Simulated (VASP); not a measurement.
```xyz
2
Lattice="0.0000 2.2886 2.2886 2.2886 0.0000 2.2886 2.2886 2.2886 0.0000" Properties=species:S:1:pos:R:3 pbc="T T T"
Hf     0.0000     0.0000     0.0000
C      2.2886     2.2886     2.2886
```

These are LDA (Ceperley-Alder, Perdew-Zunger), VASP's LDA PAW potentials (set 64) (plane waves; VASP 6.6.1) values and carry that method's errors. Numerical set-up: 520 eV cut-off, 15×15×15 Γ-centred mesh, tetrahedra with Blöchl corrections, potentials Hf_pv C.

Unless said otherwise, spin-orbit coupling is left out, though it shifts the bands of the heavy elements here.

Estimate the energy per atom (σ→0), band gap (on the k-mesh) with the smallest direct gap where there is one.

```yaml
band gap (on the k-mesh): none (metal, semimetal or under 0.01 eV)
energy per atom (σ→0): -11.447 eV/atom
```

The absolute energy has meaning only against runs of the same code, potentials and settings.

The compound is HfC in the rock salt structure. It was relaxed first.
